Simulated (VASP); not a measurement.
# ZnCd3Se3S (P1) in VASP: relaxation of cell and atoms with PBE

Aim: the relaxation of cell and atoms of ZnCd3Se3S with PBE.

Everything below comes from runs of VASP 6.6.1. Logs are shortened: lines on timing, memory, paths and dates and some standing lists are left out, and cuts for length are marked.

## Step 1: Starting point

The typed cell holds 8 atoms: a = 4.231 Å, b = 4.231 Å, c = 12.097 Å, α = 90.84°, β = 90.05°, γ = 89.89°.

The cell was built by a generator and needn't be a form met in nature.

## Step 2: Relaxation of cell and atoms, PBE

Input file INCAR:

```
PREC = Normal
ENCUT = 520
EDIFF = 1E-5
ISMEAR = 0
SIGMA = 0.05
LREAL = Auto
LASPH = T
NELM = 80
ALGO = Fast
ISIF = 3
LWAVE = F
LCHARG = F
GGA = PE
IBRION = 2
NSW = 110
EDIFFG = -0.03
ISYM = 0
```

Input file KPOINTS:

```
Automatic mesh
0
Gamma
  4 4 2
```

Input file POSCAR:

```
ZnCd3Se3S
1.0
    4.2308572200      0.0039496300     -0.0019129900
    0.0039728900      4.2305209500     -0.0308771400
   -0.0054900800     -0.0880954600     12.0964592200
Zn Cd Se S
1 3 3 1
Direct
    0.9834510800      0.0040729800      0.0035532100
    0.0099654200      0.0053158400      0.4950906500
    0.5387238700      0.4906045900      0.2331893000
    0.4602538900      0.4957123000      0.7870339200
    0.0155467500      0.5124907100      0.6260663000
    0.4973263400      0.0115445600      0.3864000200
    0.9917741700      0.4831648800      0.0988705800
    0.4587174900      0.0090781300      0.8995208300
```

Potentials or basis: VASP PAW PBE potentials, release 64 (Zn, Cd, Se, S).

Command:

```bash
> cat potpaw_PBE.64/Zn/POTCAR potpaw_PBE.64/Cd/POTCAR potpaw_PBE.64/Se/POTCAR potpaw_PBE.64/S/POTCAR > POTCAR
> mpirun -np 1 vasp_std > vasp.out
```

OUTCAR:

```text
PREC = Normal
   ENCUT = 520
   EDIFF = 1E-5
   ISMEAR = 0
   LREAL = Auto
   LASPH = T
   NELM = 80
   ISIF = 3
   GGA = PE
   IBRION = 2
   NSW = 110
   EDIFFG = -0.03
   ISYM = 0

 ion  position               nearest neighbor table
   1  0.983  0.004  0.004-   7 2.32   8 2.37   7 2.50   8 2.55
   2  0.010  0.005  0.495-   6 2.45   6 2.54   5 2.64   5 2.65
   3  0.539  0.491  0.233-   7 2.51   6 2.77   7 2.83   6 2.86
   4  0.460  0.496  0.787-   8 2.48   8 2.55   5 2.71   5 3.05
   5  0.016  0.512  0.626-   2 2.64   2 2.65   4 2.71   4 3.05
   6  0.497  0.012  0.386-   2 2.45   2 2.54   3 2.77   3 2.86
   7  0.992  0.483  0.099-   1 2.32   1 2.50   3 2.51   3 2.83
   8  0.459  0.009  0.900-   1 2.37   4 2.48   4 2.55   1 2.55

IMPORTANT INFORMATION: All symmetrisations will be switched off!
NOSYMM: (Re-)initialisation of all symmetry stuff for point group C_1.

----------------------------------------------------------------------------------------

                                     Primitive cell

  volume of cell :     216.4995

  direct lattice vectors                    reciprocal lattice vectors
     4.230857220  0.003949630 -0.001912990     0.236358975 -0.000221194  0.000105663
     0.003972890  4.230520950 -0.030877140    -0.000219899  0.236390279  0.001721471
    -0.005490080 -0.088095460 12.096459220     0.000036818  0.000603369  0.082673230

  length of vectors
     4.230859496  4.230635495 12.096781250     0.236359102  0.236396649  0.082675440

  position of ions in fractional coordinates (direct lattice)
     0.983451080  0.004072980  0.003553210
     0.009965420  0.005315840  0.495090650
     0.538723870  0.490604590  0.233189300
     0.460253890  0.495712300  0.787033920
     0.015546750  0.512490710  0.626066300
     0.497326340  0.011544560  0.386400020
     0.991774170  0.483164880  0.098870580
     0.458717490  0.009078130  0.899520830

  ion indices of the primitive-cell ions
   primitive index   ion index
                 1           1
                 2           2
                 3           3
                 4           4
                 5           5
                 6           6
                 7           7
                 8           8

----------------------------------------------------------------------------------------

 KPOINTS: Automatic mesh

Automatic generation of k-mesh.
 Grid dimensions read from file:
 generate k-points for:    4    4    2

 Generating k-lattice:

  Cartesian coordinates                     Fractional coordinates (reciprocal lattice)
     0.059089744 -0.000055298  0.000026416     0.250000000  0.000000000 -0.000000000
    -0.000054975  0.059097570  0.000430368    -0.000000000  0.250000000  0.000000000
     0.000018409  0.000301685  0.041336615     0.000000000 -0.000000000  0.500000000

  Length of vectors
     0.059089776  0.059099162  0.041337720

  Shift w.r.t. Gamma in fractional coordinates (k-lattice)
     0.000000000  0.000000000  0.000000000

 Subroutine IBZKPT returns following result:
 ===========================================

 Found     20 irreducible k-points:

 Following reciprocal coordinates:
            Coordinates               Weight
  0.000000  0.000000  0.000000      1.000000
  0.250000  0.000000 -0.000000      2.000000
  0.500000  0.000000 -0.000000      1.000000
  0.000000  0.250000  0.000000      2.000000
  0.250000  0.250000  0.000000      2.000000
  0.500000  0.250000  0.000000      2.000000
[... 12 lines left out ...]
  0.250000  0.500000  0.500000      2.000000
  0.500000  0.500000  0.500000      1.000000
   k-points           NKPTS =     20   k-points in BZ     NKDIM =     20   number of bands    NBANDS=     43
   number of dos      NEDOS =    301   number of ions     NIONS =      8
   total plane-waves  NPLWV =  40320
   dimension x,y,z NGX =    24 NGY =   24 NGZ =   70
   dimension x,y,z NGXF=    48 NGYF=   48 NGZF=  140
   ions per type =               1   3   3   1
   NGX,Y,Z   is equivalent  to a cutoff of   9.43,  9.43,  9.62 a.u.
   NGXF,Y,Z  is equivalent  to a cutoff of  18.86, 18.86, 19.24 a.u.
 SYSTEM =  unknown system
   PREC   = normal    normal or accurate (medium, high low for compatibility)
   ISTART =      0    job   : 0-new  1-cont  2-samecut
   ICHARG =      2    charge: 1-file 2-atom 10-const
   ISPIN  =      1    spin polarized calculation?
   LNONCOLLINEAR =      F non collinear calculations
   LSORBIT =      F    spin-orbit coupling
   LASPH  =      T    aspherical Exc in radial PAW
   ENCUT  =  520.0 eV  38.22 Ry    6.18 a.u.   7.87  7.87 22.49*2*pi/ulx,y,z
   NELM   =     80;   NELMIN=  2; NELMDL= -5     # of ELM steps
   EDIFF  = 0.1E-04   stopping-criterion for ELM
   LREAL  =      T    real-space projection
   EDIFFG = -.3E-01   stopping-criterion for IOM
   NSW    =    110    number of steps for IOM
   IBRION =      2    ionic relax: 0-MD 1-quasi-New 2-CG
   NFREE  =      1    steps in history (QN), initial steepest desc. (CG)
   ISIF   =      3    stress and relaxation
   ISYM   =      0    0-nonsym 1-usesym 2-fastsym
   POTIM  = 0.5000    time-step for ionic-motion
   TEBEG  =    0.0;   TEEND  =   0.0 temperature during run
   PSTRESS=    0.0 pullay stress
   NELECT =      72.0000    total number of electrons
   NUPDOWN=      -1.0000    fix difference up-down
   EMIN   =  10.00;   EMAX   =-10.00  energy-range for DOS
   EFERMI =   0.00;   METHOD = LEGACY
   ISMEAR =     0;   SIGMA  =   0.05  broadening in eV -4-tet -1-fermi 0-gaus
   EFERMI_NEDOS =   21; number of points for ismear=-14 and -15
   IALGO  =     68    algorithm
   IMIX   =      4    mixing-type and parameters
     AMIX     =   0.40;   BMIX     =  1.00
     AMIX_MAG =   1.60;   BMIX_MAG =  1.00
  volume/ion in A,a.u.               =      27.06       182.63
  Fermi-wavevector in a.u.,A,eV,Ry     =   1.134227  2.143378 17.503502  1.286471
  Thomas-Fermi vector in A             =   2.270931
   LORBIT       =      0    0 simple, 1 ext, 2 COOP (PROOUT), +10 PAW based schemes
   GGA     = PE    functional components
   LHFCALC =     F    Hartree Fock is set to
   AEXX    =    0.0000 exact exchange contribution
   IVDW    =     0    specifies the selected vdW correction
   LEPSILON=     F    determine dielectric tensor
   LRPA    =     F    only Hartree local field effects (RPA)
 conjugate gradient relaxation of ions
 non-spin polarized calculation
 RMM-DIIS sequential band-by-band and
 Gauss-broadening in eV      SIGMA  =   0.05
  energy-cutoff  :      520.00
  volume of cell :      216.50
 maximum number of plane-waves:      5864
   NGX = 15   NGY = 15   NGZ = 45

--------------------------------------- Ionic step        1  -------------------------------------------

 number of electron      71.9999973 magnetization

 Free energy of the ion-electron system (eV)
  ---------------------------------------------------
  ext. energy  EPLUGINS =         0.00000000
  ---------------------------------------------------
  free energy    TOTEN  =       -22.20161053 eV

  energy without entropy =      -22.20160187  energy(sigma->0) =      -22.20160620

------------------------ aborting loop because EDIFF is reached ----------------------------------------

  FORCE on cell =-STRESS in cart. coord.  units (eV):
  Direction    XX          YY          ZZ          XY          YZ          ZX
  --------------------------------------------------------------------------------------
  -------------------------------------------------------------------------------------
  Total        3.6330028      2.4851314      1.3409188      0.0072457      0.8780174     -1.9371227
  in kB       26.8855784     18.3909007      9.9233003      0.0536209      6.4976569    -14.3354318
  external PRESSURE =      18.3999265 kB  Pullay stress =       0.0000000 kB
[... 107 lines left out ...]
  FREE ENERGIE OF THE ION-ELECTRON SYSTEM (eV)
  ---------------------------------------------------
  free  energy   TOTEN  =       -22.7644991099 eV

  energy  without entropy=      -22.7644991099  energy(sigma->0) =      -22.76449911

[... ionic steps 4 to 28 ...]

--------------------------------------- Ionic step       29  -------------------------------------------

 number of electron      71.9999983 magnetization

------------------------ aborting loop because EDIFF is reached ----------------------------------------

  FORCE on cell =-STRESS in cart. coord.  units (eV):
  Direction    XX          YY          ZZ          XY          YZ          ZX
  --------------------------------------------------------------------------------------
  -------------------------------------------------------------------------------------
  Total       -0.1139495     -0.0459916     -0.0649071     -0.0027143      0.0127268     -0.0202592
  in kB       -0.8357523     -0.3373212     -0.4760553     -0.0199079      0.0933438     -0.1485892
  external PRESSURE =      -0.5497096 kB  Pullay stress =       0.0000000 kB
[... 69 lines left out ...]
  energy  without entropy=      -23.0293881849  energy(sigma->0) =      -23.02938818

--------------------------------------- Ionic step       31  -------------------------------------------

 number of electron      71.9999982 magnetization

 Free energy of the ion-electron system (eV)
  ---------------------------------------------------
  ext. energy  EPLUGINS =         0.00000000
  ---------------------------------------------------
  free energy    TOTEN  =       -23.02940410 eV

  energy without entropy =      -23.02940410  energy(sigma->0) =      -23.02940410

 E-fermi :   1.1068     XC(G=0):  -8.8320

 val. band max:        0.8848770705   @ k =   0.0000   0.0000   0.0000
 cond. band min:       1.5194056002   @ k =   0.0000   0.0000   0.0000
 fundamental gap:      0.6345285297
 Fermi energy:         1.1068050150

 k-point     1 :       0.0000    0.0000    0.0000
  band No.  band energies     occupation
      1     -11.6618      2.00000
      2     -11.3494      2.00000
      3     -11.2498      2.00000
      4     -10.9936      2.00000
      5      -6.9116      2.00000
      6      -6.9071      2.00000
[... 944 lines left out ...]
  FREE ENERGIE OF THE ION-ELECTRON SYSTEM (eV)
  ---------------------------------------------------
  free  energy   TOTEN  =       -23.0294040956 eV

  energy  without entropy=      -23.0294040956  energy(sigma->0) =      -23.02940410

 reached required accuracy - stopping structural energy minimisation
```

Run time: 16 min. Hardware: 1 thread of Intel Xeon Platinum 8488C (Sapphire Rapids), shared host; peak memory 0.28 GiB.

What came out:

- Free energy: -23.0294 eV
- Relaxed volume: 27.23 Å³/atom
- Relaxed cell: a = 4.238 Å, b = 4.265 Å, c = 12.053 Å, α = 90.05°, β = 90.02°, γ = 90.00°
- Space group after relaxing (to 0.05 Å): Pm (No. 6)
- Energy gained by relaxing: 103.5 meV/atom
- Ionic steps: 31
- Pressure after relaxing: 0.1 GPa
- Largest force after relaxing: 0.018 eV/Å
- Band gap on the k mesh: 0.63 eV, direct

Forces in eV/Å, atoms in the order of the input:
```
Zn  -0.002  0.004 -0.001
Cd  -0.008  0.000  0.000
Cd   0.003  0.014 -0.011
Cd   0.010  0.009  0.009
Se   0.002 -0.012 -0.010
Se  -0.014 -0.005 -0.006
Se   0.001 -0.001  0.006
S    0.008 -0.009  0.012
```

Step by step:
```
step  energy change (eV)  largest force (eV/Å)  pressure (GPa)  volume (Å³)
   1              0.0000                2.4482            1.84       216.50
   2             -0.5434                0.8289           -1.22       226.34
   3             -0.5629                0.6473           -1.68       228.70
   4             -0.7146                0.6280           -0.31       220.53
   5             -0.7385                0.5935            0.73       215.58
   6             -0.7902                0.2991            0.37       216.64
   7             -0.7919                0.3023            0.34       216.84
   8             -0.8097                0.1759           -0.26       219.16
   9             -0.8104                0.1437           -0.34       219.61
  10             -0.8159                0.1178            0.00       217.89
  11             -0.8160                0.1345            0.22       217.26
  12             -0.8161                0.1319            0.14       217.53
  13             -0.8191                0.1057            0.08       217.77
  14             -0.8211                0.0938            0.00       218.14
  15             -0.8233                0.0587           -0.04       218.35
  16             -0.8235                0.0551           -0.04       218.41
  17             -0.8233                0.0727           -0.06       218.53
  18             -0.8235                0.0597           -0.07       218.43
  19             -0.8247                0.0581            0.11       217.80
  20             -0.8248                0.0614            0.15       217.70
  21             -0.8258                0.0529            0.01       218.14
  22             -0.8260                0.0641           -0.06       218.44
  23             -0.8269                0.0451           -0.05       218.44
  24             -0.8272                0.0470           -0.07       218.45
  25             -0.8274                0.0599           -0.04       218.45
  26             -0.8274                0.0557           -0.07       218.45
  27             -0.8274                0.0586           -0.05       218.45
  28             -0.8274                0.0565           -0.06       218.45
  29             -0.8274                0.0568           -0.05       218.45
  30             -0.8278                0.0324            0.03       218.02
  31             -0.8278                0.0182            0.10       217.87
```

Final structure:
```cif
data_structure
_symmetry_space_group_name_H-M 'P 1'
_symmetry_Int_Tables_number 1
_cell_length_a 4.2381
_cell_length_b 4.2651
_cell_length_c 12.0529
_cell_angle_alpha 90.049
_cell_angle_beta 90.018
_cell_angle_gamma 90.005
_cell_volume 217.87
loop_
_atom_site_label
_atom_site_type_symbol
_atom_site_fract_x
_atom_site_fract_y
_atom_site_fract_z
_atom_site_occupancy
Zn1 Zn 0.99247 0.00026 0.99456 1
Cd1 Cd 0.99917 0.00379 0.50743 1
Cd2 Cd 0.49733 0.50083 0.23976 1
Cd3 Cd 0.48879 0.49990 0.77450 1
Se1 Se 0.99039 0.50365 0.64047 1
Se2 Se 0.49843 0.00201 0.37284 1
Se3 Se 0.99674 0.50070 0.10470 1
S1 S 0.49243 0.00085 0.89547 1
```
